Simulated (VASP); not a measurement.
A run of VASP 6.6.1 is set up as follows.

INCAR

```
ALGO     = Normal         # electronic algorithm
EDIFF    = 1E-6           # SCF threshold, eV
ENCUT    = 520            # plane-wave cutoff, eV
GGA      = PE             # functional
ISIF     = 2              # what is computed and relaxed
ISMEAR   = 0              # smearing method
LASPH    = True           # aspherical terms in the spheres
LCHARG   = False          # write CHGCAR
LREAL    = False          # projectors in reciprocal space
LWAVE    = False          # write WAVECAR
NBANDS   = 28             # bands
NELM     = 60             # most SCF steps
PREC     = Accurate       # precision mode
SIGMA    = 0.01           # smearing width, eV
```

Contents of KPOINTS:

```
k-points
0
Gamma
  1 1 1
```

Contents of POSCAR:

```
ZrIF3
1.0
   12.0000000000      0.0000000000      0.0000000000
    0.0000000000     13.0000000000      0.0000000000
    0.0000000000      0.0000000000     12.0000000000
F Zr I
3 1 1
Direct
    0.4042530000      0.4281640000      0.6206710000
    0.6157940000      0.3822240000      0.4861720000
    0.3841490000      0.3633590000      0.3845330000
    0.4738800000      0.4407810000      0.4812080000
    0.4781380000      0.6375920000      0.4123440000
```

Potentials or basis: VASP PAW PBE potentials, release 64 (F, Zr_sv, I).

The run is started by

```sh
$ cat potpaw_PBE.64/F/POTCAR potpaw_PBE.64/Zr_sv/POTCAR potpaw_PBE.64/I/POTCAR > POTCAR
$ mpirun -np 1 vasp_gam > vasp.out
```

**Question.** Estimate the gap between the frontier levels.

**Answer.** 4.48 eV.

**Question.** What does it give for the largest force?

**Answer.** 1.233 eV/Å.

Forces in eV/Å, atoms in the order of the input:
```
F   -0.280  0.005  0.811
F    1.142 -0.464  0.048
F   -0.420 -0.447 -0.609
Zr  -0.487  0.413 -0.115
I    0.045  0.493 -0.136
```

Caveat: spin-orbit coupling is left out, which moves the levels of the heavy elements.
